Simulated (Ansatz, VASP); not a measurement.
**Two plane-wave programs on TiZn**

```
Ti Zn
1.0
     3.12375    0.00000    0.00000
     0.00000    3.12375    0.00000
     0.00000    0.00000    3.12375
Ti Zn
1 1
Direct
  0.50000 0.50000 0.50000
  0.00000 0.00000 0.00000
```

The cell comes from a database or a generator and needn't be the stable form of this composition.

Alike in both runs: task single point; functional LDA; k mesh 10 × 10 × 10; occupations gaussian, width 0.1 eV; no spin polarisation.

|  | VASP | Ansatz |
| --- | --- | --- |
| version | VASP 6.6.1 | Ansatz 0.2.0 |
| potentials or method | VASP PAW LDA potentials, release 64 (Ti_sv, Zn) | plane waves, PAW |
| plane-wave cutoff (eV) | 520 | 420 |
| valence electrons in the cell | 24 | 24 |

|  | VASP | Ansatz | Ansatz less VASP |
| --- | --- | --- | --- |
| gap on the k mesh at the Fermi level (eV) | none | none | - |
| pressure (GPa) | -6.7 | -7.2 | -0.43 |

A gap of «none» marks a metal or a gap that the smearing closes.
